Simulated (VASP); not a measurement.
Data:

```
CELL_PARAMETERS angstrom
      6.89213     0.00000     0.00000
     -3.44606     5.96876     0.00000
      0.00000     0.00000     3.18364
ATOMIC_POSITIONS crystal
  Mo 0.26622 0.00000 0.00000
  Mo 0.00000 0.26622 0.00000
  Mo 0.73378 0.73378 0.00000
  Mo 0.60362 0.00000 0.50000
  Mo 0.00000 0.60362 0.50000
  Mo 0.39638 0.39638 0.50000
  Si 0.00000 0.00000 0.50000
  Si 0.33333 0.66667 0.00000
  Si 0.66667 0.33333 0.00000
```

Level of theory: r2SCAN meta-GGA, VASP's PBE PAW potentials (set 64) (plane waves; VASP). Numerical set-up: 400 eV cut-off, 6×6×11 Γ-centred mesh, tetrahedra with Blöchl corrections, potentials Mo_sv Si.

Question: Predict the energy per atom (σ→0), band gap (over mesh and band path) with the smallest direct gap where there is one.

Answer: 
```yaml
band gap (over mesh and band path): none (metal, semimetal or under 0.01 eV)
energy per atom (σ→0): -20.565 eV/atom
```

Only differences to runs with the same potentials and settings are physical.

The structure was generated: SiMo2 was put into the Fe2P type (P-62m), which need not be its known phase. It was relaxed first, which changed the volume by -12 %.
